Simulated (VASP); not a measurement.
Write the native input for VASP 6.6.1 that does the following.

| Quantity | Value |
| --- | --- |
| Task | single point |
| Functional | PBE |
| Potentials or basis | VASP PAW PBE potentials, release 64 (Ti_sv, N) |
| Cutoff | 520 eV |
| k mesh | 13 × 13 × 1 |
| Occupations | methfessel-paxton, width 0.1 eV |
| Spin | no spin polarisation |
| Dipole correction | yes |
| Further INCAR settings | ALGO = Normal; EDIFF = 1e-06; NBANDS = 72 |

The structure of TiN lies in POSCAR:

```
TiN
1.0
    3.0042124600      0.0000000000      0.0000000000
    0.0000000000      3.0042124600      0.0000000000
    0.0000000000      0.0000000000     27.7457940000
Ti N
7 7
Direct
    0.5000000000      0.5000000000      0.2703112400
    0.0000000000      0.0000000000      0.3468741600
    0.5000000000      0.5000000000      0.4234370800
    0.0000000000      0.0000000000      0.5000000000
    0.5000000000      0.5000000000      0.5765629200
    0.0000000000      0.0000000000      0.6531258400
    0.5000000000      0.5000000000      0.7296887600
    0.0000000000      0.0000000000      0.2703112400
    0.5000000000      0.5000000000      0.3468741600
    0.0000000000      0.0000000000      0.4234370800
    0.5000000000      0.5000000000      0.5000000000
    0.0000000000      0.0000000000      0.5765629200
    0.5000000000      0.5000000000      0.6531258400
    0.0000000000      0.0000000000      0.7296887600
```

One way to write it, as run:

INCAR

```
SYSTEM = TiN
PREC = Accurate ; ENCUT = 520
EDIFF = 1E-6 ; ISMEAR = 1
SIGMA = 0.1 ; LREAL = .False.
LASPH = .True. ; NELM = 80
ALGO = Normal ; ISIF = 2
LWAVE = .False. ; LCHARG = .False.
LDIPOL = .True. ; IDIPOL = 3
DIPOL = 0.5 0.5 0.500 ; GGA = PE
NBANDS = 72 ; LVHAR = .True.
LVACPOTAV = .True. ; ICORELEVEL = 1
KPAR = 4
```

KPOINTS

```
Automatic mesh
0
Gamma
  13 13 1
  0 0 0
```

Potentials or basis: VASP PAW PBE potentials, release 64 (Ti_sv, N).

Command:

```sh
$ cat potpaw_PBE.64/Ti_sv/POTCAR potpaw_PBE.64/N/POTCAR > POTCAR
$ mpirun -np 4 vasp_std > vasp.out
```

It gave:

```
Largest force                   : 2.008 eV/Å
Band gap on the k mesh          : none (metal or under the smearing width)
Work function of the upper face : 2.43 eV
Work function of the lower face : 2.43 eV
```

It took 6.2 min on 4 MPI ranks on Intel(R) Xeon(R) Platinum 8259CL CPU @ 2.50GHz (Skylake/Cascade Lake) (shared host), peak memory 0.56 GiB a rank.
